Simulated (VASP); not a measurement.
An input for Quantum ESPRESSO's pw.x (written as the equivalent of a VASP run, and not itself run):

```
&CONTROL
  calculation = 'scf'
  pseudo_dir = './pseudo'
  outdir = './out'
  tprnfor = .true.
  tstress = .true.
/
&SYSTEM
  ibrav = 0
  nat = 4
  ntyp = 2
  ecutwfc = 78
  occupations = 'smearing'
  smearing = 'methfessel-paxton'
  degauss = 0.00735
  input_dft = 'pbe'
/
&ELECTRONS
  conv_thr = 7.3e-08
  electron_maxstep = 100
/
ATOMIC_SPECIES
  Sc 44.956 Sc.upf
  Al 26.982 Al.upf
CELL_PARAMETERS angstrom
     4.1058670    0.0000000    0.0000000
     0.0000000    4.0607360    0.0000000
     0.0000000    0.0000000    4.1995770
ATOMIC_POSITIONS crystal
  Sc   0.0000000  0.0000000  0.0000000
  Al   0.0000000  0.5000000  0.5000000
  Al   0.5000000  0.0000000  0.5000000
  Al   0.5060260  0.5000000  0.0000000
K_POINTS automatic
  2 2 2 1 1 1
```

Problem. Translate this input to VASP (INCAR, KPOINTS, POSCAR, choice of POTCAR).

Solution. This is not unique; one that fits is 
### INCAR
```
# general
SYSTEM   =  Al3Sc
PREC     =  Accurate
ENCUT    =  400
LREAL    =  .FALSE.   # projection in real space or not
LASPH    =  .TRUE.

# electronic loop
EDIFF    =  1E-6
NELM     =  100
ALGO     =  Normal   # blocked Davidson
LMAXMIX  =  4   # l cut-off of mixed one-centre charges

# smearing
ISMEAR   =  1   # Methfessel-Paxton
SIGMA    =  0.1   # width (eV)

# functional
GGA      =  PE

# ions
ISIF     =  2

# output
LWAVE    =  .FALSE.
LCHARG   =  .FALSE.
```

### KPOINTS
```
Automatic mesh
0
Monkhorst-Pack
2 2 2
0 0 0
```

POSCAR:
```
Al3Sc
1
    4.1058670000     0.0000000000     0.0000000000
    0.0000000000     4.0607360000     0.0000000000
    0.0000000000     0.0000000000     4.1995770000
Sc Al
1 3
Direct
  0.0000000000   0.0000000000   0.0000000000
  0.0000000000   0.5000000000   0.5000000000
  0.5000000000   0.0000000000   0.5000000000
  0.5060260000   0.5000000000   0.0000000000
```

POTCAR, in this order: Sc_sv Al (PBE.64 set). Program: vasp_std.

The two are equivalent in intent, not identical: the potentials are each code's own (VASP's PAW set, PseudoDojo norm-conserving files in pw.x), so ENCUT and ecutwfc are chosen apart and not converted; conv_thr bounds pw.x's estimated SCF error, while EDIFF bounds the energy change between steps; an even Monkhorst-Pack mesh in KPOINTS is the half-step-shifted mesh of pw.x.

The compound is Al3Sc in the L1_2 structure. The cell was not relaxed at this level, atoms are displaced from their ideal sites. The k-mesh is coarse (spacing up to 0.77 per Å, 2π included), so the numbers may not be converged in it. The run is one of a series of settings (KPOINTS 2×2×2 Monkhorst-Pack mesh against the base run), some of them coarse on purpose.
